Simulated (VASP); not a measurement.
OSZICAR of a VASP run on Co (hcp):

OSZICAR:
```
       N       E                     dE             d eps       ncg     rms          rms(c)
DAV:   1     0.796856521610E+02    0.79686E+02   -0.83172E+03 14672   0.161E+03
DAV:   2    -0.152192376094E+02   -0.94905E+02   -0.87777E+02 14414   0.258E+02
DAV:   3    -0.174072388222E+02   -0.21880E+01   -0.21322E+01 17375   0.555E+01
DAV:   4    -0.174403606637E+02   -0.33122E-01   -0.33106E-01 20623   0.524E+00
DAV:   5    -0.174406204573E+02   -0.25979E-03   -0.26016E-03 17850   0.448E-01    0.163E+01
DAV:   6    -0.154000275349E+02    0.20406E+01   -0.14236E+01 15625   0.782E+01    0.702E+00
DAV:   7    -0.150315030633E+02    0.36852E+00   -0.18401E+00 16402   0.270E+01    0.394E+00
DAV:   8    -0.150081734695E+02    0.23330E-01   -0.17259E-02 20436   0.154E+00    0.197E+00
DAV:   9    -0.149922443477E+02    0.15929E-01   -0.38747E-03 21079   0.112E+00    0.627E-01
DAV:  10    -0.149915831178E+02    0.66123E-03   -0.19948E-03 19596   0.646E-01    0.796E-02
DAV:  11    -0.149915698039E+02    0.13314E-04   -0.46644E-05 17350   0.886E-02    0.321E-02
DAV:  12    -0.149915594473E+02    0.10357E-04   -0.28328E-06 18754   0.179E-02    0.180E-02
DAV:  13    -0.149915467958E+02    0.12651E-04   -0.27532E-06 19713   0.252E-02    0.110E-02
DAV:  14    -0.149915514898E+02   -0.46939E-05   -0.30311E-07 14276   0.814E-03    0.116E-03
DAV:  15    -0.149915521312E+02   -0.64140E-06   -0.23629E-08  8180   0.228E-03    0.146E-03
DAV:  16    -0.149915519043E+02    0.22688E-06   -0.48989E-09  7893   0.108E-03    0.714E-04
DAV:  17    -0.149915516285E+02    0.27580E-06   -0.14826E-09  7858   0.531E-04    0.102E-04
DAV:  18    -0.149915516044E+02    0.24107E-07   -0.53859E-10  7781   0.247E-04
   1 F= -.14991552E+02 E0= -.14991552E+02  d E =0.000000E+00  mag=     3.1059
```

Task: Which electronic solver shows in the log?

Result: It is blocked Davidson (ALGO = Normal, or the opening steps of other solvers). The INCAR had ALGO = Normal.

Task: How was spin treated?

Result: Collinear spin (ISPIN = 2): the summary line carries one mag value, 3.11 μB in the cell.

Task: Can the final energy be trusted as converged?

Result: The run converged. It stopped with EDIFF = 1E-7, NELM = 100 (AM05 GGA, plane waves, VASP's PBE PAW potentials (set 64)).

The compound is Co in the hcp structure. It was relaxed first, which changed the volume by -7 %.
